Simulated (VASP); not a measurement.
An input for Quantum ESPRESSO's pw.x (written as the equivalent of a VASP run, and not itself run):

```
&CONTROL
  calculation = 'scf'
  pseudo_dir = './pseudo'
  outdir = './out'
  tprnfor = .true.
  tstress = .true.
/
&SYSTEM
  ibrav = 0
  nat = 2
  ntyp = 2
  ecutwfc = 82
  occupations = 'tetrahedra'
  input_dft = 'vdw-df-cx'
/
&ELECTRONS
  conv_thr = 7.3e-09
  electron_maxstep = 100
/
ATOMIC_SPECIES
  In 114.818 In.upf
  Pd 106.420 Pd.upf
CELL_PARAMETERS angstrom
     3.2571960    0.0000000    0.0000000
     0.0000000    3.2571960   -0.0000000
     0.0000000    0.0000000    3.2571960
ATOMIC_POSITIONS crystal
  In   0.5000000  0.5000000  0.5000000
  Pd   0.0000000  0.0000000  0.0000000
K_POINTS automatic
  13 13 13 0 0 0
```

Q: Translate this input to VASP (INCAR, KPOINTS, POSCAR, choice of POTCAR).

A: One answer among several that fit: 
File POSCAR:
```
PdIn
1
    3.2571959831     0.0000000000     0.0000000000
    0.0000000000     3.2571959831    -0.0000000000
    0.0000000000     0.0000000000     3.2571959831
In Pd
1 1
Direct
  0.5000000000   0.5000000000   0.5000000000
  0.0000000000   0.0000000000   0.0000000000
```

### INCAR
```
# general
SYSTEM   = PdIn
PREC     = Accurate
ENCUT    = 520
LREAL    = .False.   # projection in real space or not
LASPH    = .True.

# electronic loop
EDIFF    = 1E-7
NELM     = 100
ALGO     = Normal   # blocked Davidson
LMAXMIX  = 4   # l cut-off of mixed one-centre charges

# smearing
ISMEAR   = -5   # tetrahedra, Bloechl

# functional
GGA      = CX
LUSE_VDW = .True.
AGGAC    = 0.0

# ions
ISIF     = 2   # forces and stress, cell fixed

# output
LWAVE    = .False.
LCHARG   = .True.
LORBIT   = 11   # lm-projected
NEDOS    = 601   # DOS grid
```

File KPOINTS:
```
Regular mesh
0
G
  13 13 13
```

POTCAR, in this order: In_d Pd (PBE.64 set). Program: vasp_std.

What does not carry over: the potentials are each code's own (VASP's PAW set, PseudoDojo norm-conserving files in pw.x), so ENCUT and ecutwfc are chosen apart and not converted; conv_thr bounds pw.x's estimated SCF error, while EDIFF bounds the energy change between steps.

The compound is PdIn in the CsCl type structure. It was relaxed first.
